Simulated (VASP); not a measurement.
Consider the following.

```yaml
crystal:
  lattice:
    - [3.12408, 0.00000, 0.00000]
    - [-1.56204, 2.66555, 0.00000]
    - [0.00000, 0.00000, 3.85641]
  atoms:
    - { symbol: O, position: [0.00000, 0.00000, 0.00000] }
    - { symbol: Li, position: [0.33333, 0.66667, 0.17988] }
    - { symbol: Li, position: [0.66667, 0.33333, 0.82012] }
```

These are PBEsol GGA, VASP's PBE PAW potentials (set 64) (plane waves; VASP) values and carry that method's errors. Numerical set-up: 600 eV cut-off, 8×8×6 Γ-centred mesh, Gaussian smearing of 0.050 eV, potentials O Li_sv.

Q: Predict the energy per atom (σ→0), pressure, largest force.

A: 
The energy per atom (σ→0) comes out as -4.729 eV/atom and the pressure is -1.54 GPa. The largest force is 0.106 eV/Å.

The absolute energy has meaning only against runs of the same code, potentials and settings.

The structure was generated: Li2O was put into the CdI2 type (P-3m1), which need not be its known phase. This cell was strained or had an atom moved on purpose.
